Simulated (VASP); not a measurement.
Here is the system:

```yaml
crystal:
  lattice:
    - [6.15131, 0.00000, 0.00472]
    - [0.00000, 3.70654, 0.00000]
    - [-0.04610, 0.00000, 6.67771]
  atoms:
    - { symbol: Al, position: [0.52941, 0.50000, 0.82655] }
    - { symbol: Al, position: [0.96456, 0.50000, 0.15129] }
    - { symbol: Zn, position: [0.51850, 0.00000, 0.34961] }
    - { symbol: Se, position: [0.36667, 0.50000, 0.16008] }
    - { symbol: Se, position: [0.34908, 0.00000, 0.67051] }
    - { symbol: S, position: [0.88901, 0.00000, 0.34028] }
    - { symbol: S, position: [0.88276, 0.50000, 0.83502] }
```

All values below come from LDA (Ceperley-Alder, Perdew-Zunger), VASP's LDA PAW potentials (set 64) (plane waves; VASP). Numerical set-up: 400 eV cut-off, Gaussian smearing of 0.050 eV, potentials Al Zn Se S.

Q: Give the energies of bands 11 to 24 at the high-symmetry points, in eV from the valence-band maximum.

A: 
```
band      Γ      Z      D      B      A      E     C2     Y2
----  -----  -----  -----  -----  -----  -----  -----  -----
11    -5.71  -5.23  -5.44  -4.90  -4.76  -5.88  -5.60  -5.30
12    -4.32  -4.98  -5.23  -4.13  -4.55  -5.88  -5.50  -4.23
13    -3.80  -4.21  -4.37  -3.66  -3.31  -3.83  -3.64  -3.19
14    -2.95  -3.97  -3.90  -3.26  -2.69  -3.11  -3.46  -2.72
15    -2.54  -3.65  -3.22  -2.87  -2.69  -2.80  -3.35  -2.55
16    -1.82  -3.42  -2.99  -2.34  -2.49  -2.47  -3.07  -1.99
17    -1.59  -2.81  -2.51  -1.74  -2.30  -2.22  -2.84  -1.83
18    -0.80  -2.10  -2.23  -1.57  -1.64  -2.03  -2.47  -1.24
19    -0.69  -2.08  -1.73  -1.00  -1.59  -1.91  -1.98  -0.99
20    -0.67  -1.96  -1.69  -0.98  -1.27  -1.59  -1.82  -0.79
21     0.00  -1.55  -0.83  -0.01  -0.22  -0.83  -0.60  -0.14
22     1.96   3.22   2.38   2.62   2.83   2.15   2.85   2.39
23     2.23   3.43   2.66   3.35   3.03   2.45   3.31   2.56
24     3.20   4.37   3.56   3.53   3.99   2.90   3.64   3.02
```

The gap is indirect, 1.96 eV, from the valence maximum at B-Γ at 0.62 to the conduction minimum at Γ.

The structure comes from a computed database's Al2ZnS2Se2 entry (Pm); how it stands against other phases isn't given here. It was relaxed first, which changed the volume by -9 %.
